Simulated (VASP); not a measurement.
Input for VASP

### INCAR
```
SYSTEM = PbS
PREC = Accurate
ENCUT = 400
EDIFF = 1E-8
NELM = 100
ALGO = Normal
LREAL = .FALSE.
LASPH = .TRUE.
ISMEAR = 1
SIGMA = 0.1
LMAXMIX = 4
LWAVE = .FALSE.
LCHARG = .FALSE.
IBRION = 1
ISIF = 2
NSW = 30
EDIFFG = -0.001
```

**KPOINTS**
```
kpoints
0
Gamma
 10 10 9
0 0 0
```

POSCAR:
```
PbS
1
    3.9385801351     0.0000000000     0.0000000000
   -1.9692900676     3.4109103682     0.0000000000
   -0.0000000000     0.0000000000     3.7296580802
Pb S
1 1
Direct
  0.0000000000   0.0000000000   0.0000000000
  0.6666670000   0.3333330000   0.5000000000
```

POTCAR, in this order: Pb_d S (LDA.64 set). Program: vasp_std.

Question: Write an equivalent input for Ansatz.

Answer: One equivalent input (not run):
Ansatz 0.2 input:
```yaml
crystal:
  lattice:
    - [3.9385801, 0.0000000, 0.0000000]
    - [-1.9692901, 3.4109104, 0.0000000]
    - [0.0000000, 0.0000000, 3.7296581]
  atoms:
    - { symbol: Pb, position: [0.0000000, 0.0000000, 0.0000000] }
    - { symbol: S, position: [0.6666670, 0.3333330, 0.5000000] }
kpoints:
  mp_grid: { grid: [10, 10, 9] }
hamiltonian:
  xc: lda
  pseudopotentials: { kind: paw }
scf:
  occupations: { method: methfessel_paxton, width: 0.1 }
  max_iter: 100
relax:
  max_steps: 30
  f_tol: 0.001
output: { forces: true, stress: true, eigenvalues: true }
```
What does not carry over: each code has its own PAW files, so the cut-off isn't converted (ENCUT is set for VASP's; basis.ecutwfc is left out, and Ansatz then takes the one that its files recommend); Ansatz stops its SCF on the density residual and VASP on the energy change (EDIFF); Ansatz's lda is the Perdew-Wang form, while the LDA potentials of VASP carry Perdew-Zunger's.

The structure comes from a computed database's PbS entry (P-6m2); how it stands against other phases isn't given here. It was relaxed first, which changed the volume by -9 %. The start is the result of an earlier pass.
